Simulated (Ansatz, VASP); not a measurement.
SiWSN2 in VASP and in Ansatz

```
CELL_PARAMETERS angstrom
3.55301 0.00000 0.00000
0.00000 3.55301 0.00000
0.00000 0.00000 4.56395
ATOMIC_POSITIONS crystal
Si 0.00000 0.00000 0.00000
W 0.50000 0.50000 0.50000
S 0.00000 0.00000 0.50000
N 0.50000 0.00000 0.00000
N 0.00000 0.50000 0.00000
```

Alike in both runs: task relaxation of cell and atoms; functional PBE; k mesh 10 × 10 × 8; occupations gaussian, width 0.1 eV; no spin polarisation.

|  | VASP | Ansatz |
| --- | --- | --- |
| version | VASP 6.6.1 | Ansatz 0.2.0 |
| potentials or method | VASP PAW PBE potentials, release 64 (Si, W_sv, S, N) | scalar-relativistic, plane waves, PAW |
| plane-wave cutoff (eV) | 600 | 420 |
| valence electrons in the cell | 34 | 34 |

Ansatz gave:

| Item | Value |
| --- | --- |
| gap on the k mesh at the Fermi level, each at its own relaxed structure (eV) | none |
| relaxed volume (Å³/atom) | 11.56 |
| relaxed cell length with the largest relative difference (Å) | 4.585 |

Which values does VASP return?

gap on the k mesh at the Fermi level, each at its own relaxed structure (eV): none; relaxed volume (Å³/atom): 11.54; relaxed cell length with the largest relative difference (Å): 4.574.

A gap of «none» marks a metal or a gap that the smearing closes.

Caveats: the bands computed are all filled at some k points, so no gap is given. Spin-orbit coupling is left out, which matters for the levels of W.
